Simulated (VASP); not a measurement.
A convergence study with VASP on BAs (zinc blende): one setting is varied, all else stays as given below, so the limit is that of these other settings.

```
AsB
1.0
    0.00000     2.39000     2.39000
    2.39000     0.00000     2.39000
    2.39000     2.39000     0.00000
B As
1 1
Cartesian
  0.00000   0.00000   0.00000
  1.19500   1.19500   1.19500
```

The numbers are results of PBEsol GGA, VASP's PBE PAW potentials (set 64) (plane waves; VASP 6.6.1), not measurements. The tightest run used: 700 eV cut-off, 19×19×19 Γ-centred mesh, Gaussian smearing of 0.050 eV, potentials B As.

```tsv
setting	E (eV/atom)	pressure (GPa)	irreducible k-points
1×1×1 mesh	5.2768	105.42	1
2×2×2 mesh	-4.6312	11.73	3
3×3×3 mesh	-5.7755	2.15	4
4×4×4 mesh	-6.0106	0.40	8
5×5×5 mesh	-6.0736	-0.04	10
6×6×6 mesh	-6.0929	-0.16	16
```

Question: These are the cheaper rows. Estimate the results at 19×19×19 mesh, and how far the last row shown lies from them.

Answer: 
```json
[
 {"quantity": "E (eV/atom)", "tightest run": "-6.1029", "last row shown is off by": "0.0100"},
 {"quantity": "pressure (GPa)", "tightest run": "-0.20", "last row shown is off by": "0.04"}
]
```

Left out are rungs that failed or repeat a setting and relaxations that didn't move; long series are thinned to 24 rows.

The compound is BAs in the zinc blende structure. The cell was not relaxed at this level.
